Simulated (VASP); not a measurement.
A convergence study with VASP on ZrO₂ (fluorite): one setting is varied, all else stays as given below, so the limit is that of these other settings. Each run relaxes cell and ions from the cell shown. The basis is that of the starting cell, so low cut-offs carry a Pulay error.

```
ZrO2
1.0
    0.00000     2.54500     2.54500
    2.54500     0.00000     2.54500
    2.54500     2.54500     0.00000
Zr O
1 2
Cartesian
  0.00000   0.00000   0.00000
  1.27250   1.27250   1.27250
  3.81750   3.81750   3.81750
```

These are PBE GGA, VASP's PBE PAW potentials (set 64) (plane waves; VASP) values and carry that method's errors. The tightest run used: 800 eV cut-off, 6×6×6 Γ-centred mesh, Gaussian smearing of 0.050 eV, potentials Zr_sv O.

Gaps are read on the run's mesh, which can miss a band edge.

Question: The settings run are ENCUT = 250; ENCUT = 300; ENCUT = 350; ENCUT = 400; ENCUT = 450; ENCUT = 500; ENCUT = 550; ENCUT = 600; ENCUT = 650; ENCUT = 750; ENCUT = 800. From which on does the relaxed volume stay within 0.05 Å³/atom of the tightest run?

Answer: From ENCUT = 500 on: it is off by 0.004 there and by no more than 0.05 in any finer run, while ENCUT = 450 is off by 0.064.
```json
[
 {"setting": "ENCUT = 250", "relaxed volume (Å³/atom)": "9.170", "E (eV/atom)": "-10.3968", "gap on the mesh (eV)": "3.863", "plane waves": "307", "difference judged (Å³/atom)": "2.003"},
 {"setting": "ENCUT = 300", "relaxed volume (Å³/atom)": "9.960", "E (eV/atom)": "-9.7876", "gap on the mesh (eV)": "3.682", "plane waves": "397", "difference judged (Å³/atom)": "1.213"},
 {"setting": "ENCUT = 350", "relaxed volume (Å³/atom)": "10.521", "E (eV/atom)": "-9.5682", "gap on the mesh (eV)": "3.471", "plane waves": "531", "difference judged (Å³/atom)": "0.652"},
 {"setting": "ENCUT = 400", "relaxed volume (Å³/atom)": "10.911", "E (eV/atom)": "-9.5319", "gap on the mesh (eV)": "3.377", "plane waves": "612", "difference judged (Å³/atom)": "0.262"},
 {"setting": "ENCUT = 450", "relaxed volume (Å³/atom)": "11.109", "E (eV/atom)": "-9.5243", "gap on the mesh (eV)": "3.327", "plane waves": "725", "difference judged (Å³/atom)": "0.064"},
 {"setting": "ENCUT = 500", "relaxed volume (Å³/atom)": "11.168", "E (eV/atom)": "-9.5224", "gap on the mesh (eV)": "3.308", "plane waves": "869", "difference judged (Å³/atom)": "0.004"},
 {"setting": "ENCUT = 550", "relaxed volume (Å³/atom)": "11.172", "E (eV/atom)": "-9.5227", "gap on the mesh (eV)": "3.308", "plane waves": "982", "difference judged (Å³/atom)": "0.001"},
 {"setting": "ENCUT = 600", "relaxed volume (Å³/atom)": "11.163", "E (eV/atom)": "-9.5240", "gap on the mesh (eV)": "3.311", "plane waves": "1113", "difference judged (Å³/atom)": "0.010"},
 {"setting": "ENCUT = 650", "relaxed volume (Å³/atom)": "11.159", "E (eV/atom)": "-9.5253", "gap on the mesh (eV)": "3.313", "plane waves": "1258", "difference judged (Å³/atom)": "0.013"},
 {"setting": "ENCUT = 750", "relaxed volume (Å³/atom)": "11.167", "E (eV/atom)": "-9.5271", "gap on the mesh (eV)": "3.312", "plane waves": "1572", "difference judged (Å³/atom)": "0.006"},
 {"setting": "ENCUT = 800", "relaxed volume (Å³/atom)": "11.172", "E (eV/atom)": "-9.5277", "gap on the mesh (eV)": "3.311", "plane waves": "1711", "difference judged (Å³/atom)": "0.000"}
]
```

Left out are rungs that failed or repeat a setting and relaxations that didn't move; long series are thinned to 24 rows.

The compound is ZrO2 in the fluorite structure, the high-temperature cubic form, which is unstable at 0 K; the monoclinic form is the stable one.
